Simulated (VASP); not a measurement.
# A VASP study of BiB (PBE): structure first, properties next, part 3 of 4

Wanted: the relaxed cell of BiB and its properties. The cell is invented: it takes the structure of a Materials Project entry for YAl (space group 221 there), with all of its atoms replaced by other elements, volume scaled by an estimate. It may not be a known or stable phase.

VASP 6.6.1, plane waves and PAW; the level of theory is named at each step.

So far. Step 5 (Second relaxation): It ends with forces that vanish by symmetry and a pressure of -0.04 GPa. The volume moved by under 0.01 %: the run met its threshold at the first step. Step 6 (Density, ELF and potential (PBE)): In this run the pressure is -0.04 GPa, small enough to go on; single stress components reach 0.04 GPa. The relaxed cell has a = 3.360 Å (conventional setting).

The structure was built from a prototype and need not be the compound's stable phase.

### Step 7. Bands along the symmetry lines (PBE)

Level of this step: PBE; plane waves and PAW (Bi_d, B); invented cell (VASP).

The mesh alone shows little of the dispersion and can miss band extrema, so KPOINTS_OPT adds a path through the symmetry points after the self-consistent cycle.

Input file INCAR:

```
SYSTEM = BiB
PREC = Accurate
ENCUT = 420
EDIFF = 1E-06
NELM = 100
ISMEAR = -1
SIGMA = 0.05
LREAL = .FALSE.
ALGO = Normal
GGA = PE
NBANDS = 21
LORBIT = 11
LWAVE = .FALSE.
LCHARG = .FALSE.
```

Input file POSCAR:

```
BiB
1.0
    3.3604657922      0.0000000000      0.0000000000
    0.0000000000      3.3604657922      0.0000000000
    0.0000000000      0.0000000000      3.3604657922
Bi B
1 1
Direct
    0.5000000000      0.5000000000      0.5000000000
    0.0000000000      0.0000000000      0.0000000000
```

Input file KPOINTS:

```
Automatic mesh
0
Gamma
7 7 7
0 0 0
```

Input file KPOINTS_OPT:

```
Line mode
16
Line-mode
Reciprocal
  0.00000000   0.00000000   0.00000000 GAMMA
  0.00000000   0.50000000   0.00000000 X

  0.00000000   0.50000000   0.00000000 X
  0.50000000   0.50000000   0.00000000 M

  0.50000000   0.50000000   0.00000000 M
  0.00000000   0.00000000   0.00000000 GAMMA

  0.00000000   0.00000000   0.00000000 GAMMA
  0.50000000   0.50000000   0.50000000 R

  0.50000000   0.50000000   0.50000000 R
  0.00000000   0.50000000   0.00000000 X

  0.50000000   0.50000000   0.00000000 M
  0.50000000   0.50000000   0.50000000 R
```

PAW data sets: Bi_d and B (PBE family, release 64).

Run with:

```
$ mpirun -np 1 vasp_std
```

The log of the run:

```text
[... set-up lines as in an earlier step ...]
 entering main loop
       N       E                     dE             d eps       ncg     rms          rms(c)
DAV:   1     0.140793198553E+03    0.14079E+03   -0.81926E+03   850   0.906E+02
DAV:   2     0.279563924218E+01   -0.13800E+03   -0.13093E+03   891   0.284E+02
DAV:   3    -0.742489923917E+01   -0.10221E+02   -0.10126E+02   998   0.709E+01
DAV:   4    -0.765217260975E+01   -0.22727E+00   -0.22704E+00  1055   0.108E+01
DAV:   5    -0.765891281197E+01   -0.67402E-02   -0.67392E-02  1047   0.181E+00    0.197E+00
DAV:   6    -0.743105350584E+01    0.22786E+00   -0.56191E-01  1221   0.398E+00    0.577E-01
DAV:   7    -0.743048583529E+01    0.56767E-03   -0.44471E-02  1018   0.874E-01    0.341E-01
DAV:   8    -0.742960496814E+01    0.88087E-03   -0.29200E-03  1013   0.462E-01    0.488E-02
DAV:   9    -0.742950173638E+01    0.10323E-03   -0.32432E-04  1209   0.124E-01    0.195E-02
DAV:  10    -0.742950556326E+01   -0.38269E-05   -0.33322E-05  1079   0.325E-02    0.488E-03
DAV:  11    -0.742950544717E+01    0.11609E-06   -0.24116E-06   898   0.147E-02
   1 F= -.74295054E+01 E0= -.74214865E+01  d E =-.160378E-01
 Start KPOINTS_OPT (optional k-point list driver)
k-point batch [1-20\96]
       N       E                     dE             ncg
DAV:   1     0.476862793553E+03   -0.52748E+04      873
DAV:   2    -0.225688015593E+04   -0.27337E+04      885
DAV:   3    -0.246579151588E+04   -0.20891E+03      960
DAV:   4    -0.247101308759E+04   -0.52216E+01     1088
DAV:   5    -0.247116739205E+04   -0.15430E+00     1138
DAV:   6    -0.247117406658E+04   -0.66745E-02     1197
DAV:   7    -0.247117412694E+04   -0.60356E-04     1155
DAV:   8    -0.247117412836E+04   -0.14252E-05      922
DAV:   9    -0.247117412844E+04   -0.81282E-07      778
[...]
k-point batch [81-96\96]
       N       E                     dE             ncg
DAV:   1     0.211594506074E+04   -0.10984E+05      698
DAV:   2    -0.104820230451E+03   -0.22208E+04      680
DAV:   3    -0.276196876108E+03   -0.17138E+03      883
DAV:   4    -0.280051971477E+03   -0.38551E+01      857
DAV:   5    -0.280158464103E+03   -0.10649E+00      893
DAV:   6    -0.280164195374E+03   -0.57313E-02      964
DAV:   7    -0.280164226597E+03   -0.31222E-04      880
DAV:   8    -0.280164227174E+03   -0.57724E-06      680
```

The job ended after 9.6 s (1 MPI rank of Intel Xeon 6975P-C (Granite Rapids), shared host; peak memory 0.15 GiB).

Parts of OUTCAR (step 7):

```text
   k-points           NKPTS =     20   k-points in BZ     NKDIM =     20   number of bands    NBANDS=     21

   NELECT =      18.0000    total number of electrons

 E-fermi :   8.2324

 k-point     1 :       0.0000    0.0000    0.0000
  band No.  band energies     occupation
    ...
      6      -6.1143      2.00000
      7       5.3452      2.00000
      8       7.2492      2.00000
      9       7.2492      2.00000
     10       7.2492      2.00000
     11      13.6555      0.00000
     12      13.6555      0.00000
     13      15.6110      0.00000
     14      15.6110      0.00000
     15      15.6110      0.00000
    ...

  Total       -0.0073558     -0.0073558     -0.0073558      0.0000000      0.0000000     -0.0000000
  in kB       -0.3105593     -0.3105593     -0.3105593      0.0000000      0.0000000     -0.0000000
  external PRESSURE =      -0.3105593 kB  Pullay stress =       0.0000000 kB

  FREE ENERGIE OF THE ION-ELECTRON SYSTEM (eV)
  ---------------------------------------------------
  free  energy   TOTEN  =        -7.4295054472 eV

  energy  without entropy=       -7.4134676367  energy(sigma->0) =       -7.42148654

[... 9 parts as in an earlier step ...]

[... 8 further parts left out ...]
```

Spin-orbit coupling is off here; it can split and shift levels that hold much weight on Bi by tenths of an eV or more.

Numbers from this step:

- bands: 21
- pressure: -0.03106 GPa

Electronic bands along the path, in eV, zero at the Fermi level; # counts the bands kept in this run, so #1 is VASP's band 6:

```csv
point,#1,#2,#3,#4,#5,#6,#7,#8
Γ,-14.35,-2.89,-0.98,-0.98,-0.98,5.42,5.42,7.38
0.53 of the way,-13.49,-6.26,-0.01,-0.01,0.00,4.49,5.49,5.49
X,-12.24,-8.76,1.55,1.70,1.70,2.00,3.09,3.09
0.53 of the way,-11.42,-7.81,-2.97,-2.31,1.91,4.02,4.19,4.57
M,-10.33,-5.59,-5.59,-5.57,2.10,5.01,5.01,5.09
0.47 of the way,-12.64,-6.03,-4.06,0.67,0.80,2.75,5.04,5.75
Γ,-14.35,-2.89,-0.98,-0.98,-0.98,5.42,5.42,7.38
0.53 of the way,-11.80,-5.72,-3.04,-3.04,0.02,2.84,2.84,5.22
R,-8.67,-4.36,-2.51,-2.51,-2.51,-1.46,-1.46,-1.46
0.47 of the way,-10.63,-6.91,-2.68,-2.34,-0.75,-0.45,3.46,4.43
X,-12.24,-8.76,1.55,1.70,1.70,2.00,3.09,3.09
jump to M,-10.33,-5.59,-5.59,-5.57,2.10,5.01,5.01,5.09
0.53 of the way,-9.59,-5.05,-4.55,-4.55,0.07,0.19,1.67,1.67
R,-8.67,-4.36,-2.51,-2.51,-2.51,-1.46,-1.46,-1.46
```

Of the projections kept (Bi, B), the largest for each band there, as a share of the weight inside these atoms' spheres; weight between the spheres isn't counted:

```csv
point,#1,#2,#3,#4,#5,#6,#7,#8
Γ,Bi 0.89,B 0.61,Bi 0.51,Bi 0.51,Bi 0.51,Bi 1.00,Bi 1.00,Bi 0.55
X,Bi 0.97,B 0.59,B 0.66,B 0.92,B 0.92,Bi 0.51,Bi 1.00,Bi 1.00
M,Bi 1.00,Bi 0.71,Bi 0.71,B 0.92,B 1.00,B 0.58,B 0.58,Bi 1.00
Γ,Bi 0.89,B 0.61,Bi 0.51,Bi 0.51,Bi 0.51,Bi 1.00,Bi 1.00,Bi 0.55
R,Bi 1.00,B 1.00,Bi 1.00,Bi 1.00,Bi 1.00,B 0.82,B 0.82,B 0.82
X,Bi 0.97,B 0.59,B 0.66,B 0.92,B 0.92,Bi 0.51,Bi 1.00,Bi 1.00
```

The electronic bands as a text plot (rows in eV, shown from -8.0 to 5.9 only):

```
    5.7 |****              ***  ******               **
    5.1 |   **        ***** ** *      * **          *  *
    4.5 |     *    ***   ***         * *             *  * *
    3.9 |    *    ***     *   *       * * *         * *    *
    3.3 |     *****        *                       *   *** *
    2.7 |      * *          **           * *       *    *   *
    2.2 |       *   ******            *           *    * **
    1.6 |      *****      ** *       * *    *         * ** ***
    1.0 |     ** *          * *     *   * *           **    *
    0.4 |    **             ** *           * *   *   *  *    **
   -0.2 |   *     *           * *        *  *   *   *  *     * *
   -0.7 |***                   *****         **   **  *       *
   -1.3 |          *       *     * **     *   ****** *         **
   -1.9 |          *            *    *           *  **         *
   -2.5 |           *     *   **      **   ** ***  **           *
   -3.1 |*          **           ***    ******* ****           *
   -3.6 | *                  *
   -4.2 |            **  *  *  **   *         **              * *
   -4.8 |  *          * * **  *      **      *  **          ****
   -5.4 |              ***             **  **             ***
   -6.0 |   *          **   **           **       *
   -6.5 |    *        *  ***                       *
   -7.1 |            *                              *
   -7.7 |     *     *                                *
         Γ      X      M          Γ            R        X|M     R
```

There is no gap at this level.

### Step 8. Density of states (PBE)

Here the states are counted by energy and projected on the atoms. The mesh is finer than in the run before.

INCAR, as its differences from that of step 7:

```diff
@@ -5,3 +5,3 @@
 NELM = 100
-ISMEAR = -1
+ISMEAR = -5
 SIGMA = 0.05
@@ -14 +14,2 @@
 LCHARG = .FALSE.
+NEDOS = 2001
```

POSCAR is that of step 7.

Input file KPOINTS:

```
Automatic mesh
0
Gamma
10 10 10
0 0 0
```

Run with:

```
$ mpirun -np 1 vasp_std
```

The log of the run:

```text
[... set-up lines as in an earlier step ...]
 entering main loop
       N       E                     dE             d eps       ncg     rms          rms(c)
DAV:   1     0.140034280521E+03    0.14003E+03   -0.80251E+03  2413   0.894E+02
DAV:   2     0.291882649737E+01   -0.13712E+03   -0.13020E+03  2447   0.277E+02
DAV:   3    -0.740532879486E+01   -0.10324E+02   -0.10205E+02  2837   0.704E+01
DAV:   4    -0.763912961157E+01   -0.23380E+00   -0.23387E+00  2890   0.109E+01
DAV:   5    -0.764664418142E+01   -0.75146E-02   -0.75516E-02  3085   0.194E+00    0.202E+00
DAV:   6    -0.741721436990E+01    0.22943E+00   -0.66849E-01  3110   0.407E+00    0.563E-01
DAV:   7    -0.741722622426E+01   -0.11854E-04   -0.41195E-02  2846   0.849E-01    0.344E-01
DAV:   8    -0.741625612890E+01    0.97010E-03   -0.24753E-03  2757   0.439E-01    0.452E-02
DAV:   9    -0.741613452828E+01    0.12160E-03   -0.17109E-04  3500   0.101E-01    0.198E-02
DAV:  10    -0.741612873630E+01    0.57920E-05   -0.24110E-05  2975   0.330E-02    0.525E-03
DAV:  11    -0.741613702136E+01   -0.82851E-05   -0.31485E-06  2614   0.150E-02    0.122E-03
DAV:  12    -0.741613463613E+01    0.23852E-05   -0.35768E-07  1687   0.378E-03    0.268E-04
DAV:  13    -0.741613455190E+01    0.84231E-07   -0.67717E-08  1581   0.258E-03
   1 F= -.74161346E+01 E0= -.74161346E+01  d E =0.000000E+00
 -----------------------------------------------------------------------------
|                                                                             |
|           W    W    AA    RRRRR   N    N  II  N    N   GGGG   !!!           |
|           W    W   A  A   R    R  NN   N  II  NN   N  G    G  !!!           |
|           W    W  A    A  R    R  N N  N  II  N N  N  G       !!!           |
|           W WW W  AAAAAA  RRRRR   N  N N  II  N  N N  G  GGG   !            |
|           WW  WW  A    A  R   R   N   NN  II  N   NN  G    G                |
|           W    W  A    A  R    R  N    N  II  N    N   GGGG   !!!           |
|                                                                             |
|     Tetrahedron method does not include variations of the Fermi             |
|     occupations, so forces and stress will be inaccurate. We suggest        |
|     using a different smearing scheme ISMEAR = 1 or 2 for metals in         |
|     relaxations.                                                            |
|                                                                             |
 -----------------------------------------------------------------------------
```

Wall time 8 s (1 MPI rank); peak memory 0.15 GiB.

Parts of OUTCAR (step 8):

```text
   k-points           NKPTS =     56   k-points in BZ     NKDIM =     56   number of bands    NBANDS=     21

   NELECT =      18.0000    total number of electrons

 E-fermi :   7.8976

 k-point     1 :       0.0000    0.0000    0.0000
  band No.  band energies     occupation
    ...
      6      -6.1138      2.00000
      7       5.3467      2.00000
      8       7.2504      2.00000
      9       7.2504      2.00000
     10       7.2504      1.94756
     11      13.6552      0.00000
     12      13.6552      0.00000
     13      15.6124      0.00000
     14      15.6124      0.00000
     15      15.6124      0.00000
    ...

  Total        0.0580729      0.0580729      0.0580729     -0.0000000      0.0000000     -0.0000000
  in kB        2.4518048      2.4518048      2.4518048     -0.0000000      0.0000000     -0.0000000
  external PRESSURE =       2.4518048 kB  Pullay stress =       0.0000000 kB

  FREE ENERGIE OF THE ION-ELECTRON SYSTEM (eV)
  ---------------------------------------------------
  free  energy   TOTEN  =        -7.4161345519 eV

  energy  without entropy=       -7.4161345519  energy(sigma->0) =       -7.41613455

[... 7 parts as in an earlier step ...]

[... 10 further parts left out ...]
```

With tetrahedra the forces and stress of a metal are not exact derivatives of the energy.

Numbers from this step:

```
SCF cycles                                           : 13
irreducible k-points                                 : 56
free energy (TOTEN)                                  : -7.416 eV
Fermi energy                                         : 7.898 eV
pressure                                             : 0.2452 GPa
DOS at the Fermi level, one point of the energy grid : 1.202 states/eV/cell
```

The density of states has structure finer than the step of the table below, so its rows give means over 1 eV, whole bins alone (the curve runs from -12.0 to 8.00 eV). Peaks (eV: height): total 1.7: 1.67, 4.6: 1.92, 4.8: 2.12, 5.5: 1.95; B p 1.7: 0.553, 4.6: 0.488, 4.8: 0.480, 6.0: 0.555; Bi p -6.2: 0.129, -2.9: 0.290, 4.8: 0.767, 5.5: 0.694; B s -6.0: 0.275, -1.5: 0.0805, 3.4: 0.077; Bi s -11.8: 0.440, -6.0: 0.091.

States under -12.0 eV and over 8.0 eV are left out. The density of states by energy, zero at the Fermi level; means over each step; values in states/eV/cell:

```csv
energy (eV),total,B p,Bi p,B s,Bi s
-11,0.583,0.00743,0.0109,0.00656,0.388
-10,0.373,0.00281,0.00657,0.00145,0.274
-9,0.101,3.1e-4,0.00160,1.1e-4,0.0817
-8,0.176,0.00156,0.0282,0.0415,0.00586
-7,0.529,0.00850,0.0759,0.129,0.0286
-6,0.881,0.0158,0.101,0.239,0.0722
-5,0.445,0.0196,0.0604,0.105,0.0358
-4,0.594,0.0633,0.140,0.0454,0.0256
-3,1.01,0.124,0.244,0.0670,0.0336
-2,0.847,0.116,0.193,0.0692,0.0299
-1,0.949,0.165,0.207,0.0598,0.0294
0,1.14,0.264,0.206,0.0498,0.0273
1,1.16,0.326,0.182,0.0356,0.0275
2,1.15,0.365,0.169,0.0195,0.0320
3,0.952,0.177,0.293,0.0385,0.0106
4,1.30,0.289,0.409,0.0557,0.00940
5,1.57,0.377,0.553,0.0325,0.00778
6,1.24,0.345,0.404,0.00954,0.00473
7,0.213,0.0331,0.0506,7.5e-4,1.3e-4
```

The finer mesh and the other smearing move the Fermi level by -0.33 eV from the 7×7×7 run, one measure of the sampling error in the zero of the bands above. Of the states within 0.3 eV of the Fermi level, the largest shares in the PAW spheres are B p 23 % and Bi p 18 %. The rest lies in smaller channels or between the spheres.

(Continued in part 4 of 4.)

[Lines on the potential files, build, host, timing and source positions are cut from VASP's logs without a mark.]

[Logs are printed without paths, hosts, clocks, repeated set-up lines and the standing remarks that a program may print on its own settings, such as how far it seeks lower states.]

[Hosts, paths, dates, database ids (printed as entryN), source tags and the programs' standing remarks are cut or masked in the printed files.]

[A measured line is paired with the nearest computed mode of its activity, which favours agreement.]

[In band tables of VASP the shares of atoms and orbitals are scaled to a sum of 1 inside the atoms' spheres.]
